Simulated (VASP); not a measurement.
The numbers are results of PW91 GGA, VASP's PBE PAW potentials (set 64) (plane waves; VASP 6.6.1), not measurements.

VASP ran on this input.

KPOINTS:
```
k-points along high-symmetry lines
15
Line-mode
Reciprocal
  0.000000   0.000000   0.000000 ! GAMMA
  0.500000   0.000000   0.500000 ! X

  0.500000   0.000000   0.500000 ! X
  0.625000   0.250000   0.625000 ! U

  0.375000   0.375000   0.750000 ! K
  0.000000   0.000000   0.000000 ! GAMMA

  0.000000   0.000000   0.000000 ! GAMMA
  0.500000   0.500000   0.500000 ! L

  0.500000   0.500000   0.500000 ! L
  0.500000   0.250000   0.750000 ! W

  0.500000   0.250000   0.750000 ! W
  0.500000   0.000000   0.500000 ! X
```

### POSCAR
```
LiCl
1
    0.0000000000     2.5700000000     2.5700000000
    2.5700000000     0.0000000000     2.5700000000
    2.5700000000     2.5700000000     0.0000000000
Li Cl
1 1
Direct
  0.0000000000   0.0000000000   0.0000000000
  0.5000000000   0.5000000000   0.5000000000
```

### INCAR
```
SYSTEM=LiCl
PREC=Accurate; ENCUT=520; LREAL=.False.
LASPH=.True.; ICHARG=11
EDIFF=1E-7; NELM=100; ALGO=Normal
ISMEAR=0; SIGMA=0.05
GGA=91
LWAVE=.False.; LCHARG=.False.; LORBIT=11
```

POTCAR, in this order: Li_sv Cl (PBE.64 set). Program: vasp_std. Read from the step before: CHGCAR.

Output of the run:

OSZICAR:
```
       N       E                     dE             d eps       ncg     rms          rms(c)
DAV:   1     0.434173070342E+02    0.43417E+02   -0.42195E+03  1628   0.103E+03
DAV:   2    -0.531003127841E+01   -0.48727E+02   -0.45698E+02  2273   0.160E+02
DAV:   3    -0.702167997658E+01   -0.17116E+01   -0.17099E+01  2108   0.362E+01
DAV:   4    -0.704986762534E+01   -0.28188E-01   -0.28168E-01  2564   0.457E+00
DAV:   5    -0.705010469501E+01   -0.23707E-03   -0.23706E-03  2231   0.344E-01
DAV:   6    -0.705010683200E+01   -0.21370E-05   -0.21370E-05  2568   0.298E-02
DAV:   7    -0.705010684706E+01   -0.15063E-07   -0.15083E-07  2319   0.220E-03
   1 F= -.70501068E+01 E0= -.70501068E+01  d E =-.684339E-21
```

### OUTCAR
```
 val. band max:        0.4812786325   @ k =   0.0804   0.0804   0.1607

 cond. band min:       6.7891047797   @ k =   0.0000   0.0000   0.0000



 k-point     1 :       0.0000    0.0000    0.0000
  band No.  band energies     occupation
      1     -43.1464      2.00000
      2     -12.8711      2.00000
      3       0.4785      2.00000
      4       0.4785      2.00000
      5       0.4785      2.00000
      6       6.7891      0.00000
      7      12.4010      0.00000
      8      12.4010      0.00000
      9      12.4010      0.00000

 k-point     2 :       0.0357    0.0000    0.0357
  band No.  band energies     occupation
      1     -43.1463      2.00000
      2     -12.8627      2.00000
      3       0.4368      2.00000
      4       0.4628      2.00000
      5       0.4628      2.00000
      6       6.8509      0.00000
      7      12.2939      0.00000
      8      12.4039      0.00000
      9      12.4039      0.00000

 k-point     3 :       0.0714    0.0000    0.0714
  band No.  band energies     occupation
      1     -43.1462      2.00000
      2     -12.8376      2.00000
      3       0.3154      2.00000
      4       0.4167      2.00000
      5       0.4167      2.00000
      6       7.0305      0.00000
      7      12.0117      0.00000
      8      12.4181      0.00000
      9      12.4184      0.00000

 k-point     4 :       0.1071    0.0000    0.1071
  band No.  band energies     occupation
      1     -43.1460      2.00000
      2     -12.7966      2.00000
      3       0.1258      2.00000
      4       0.3437      2.00000
      5       0.3437      2.00000
      6       7.3163      0.00000
      7      11.6300      0.00000
      8      12.3646      0.00000
      9      12.4558      0.00000

 k-point     5 :       0.1429    0.0000    0.1429
  band No.  band energies     occupation
      1     -43.1457      2.00000
      2     -12.7409      2.00000
      3      -0.1175      2.00000
      4       0.2487      2.00000
...
```

The density is held fixed in this step, so its total energy and stress have no physical meaning.

The compound is LiCl in the rock salt structure. The cell was not relaxed at this level.
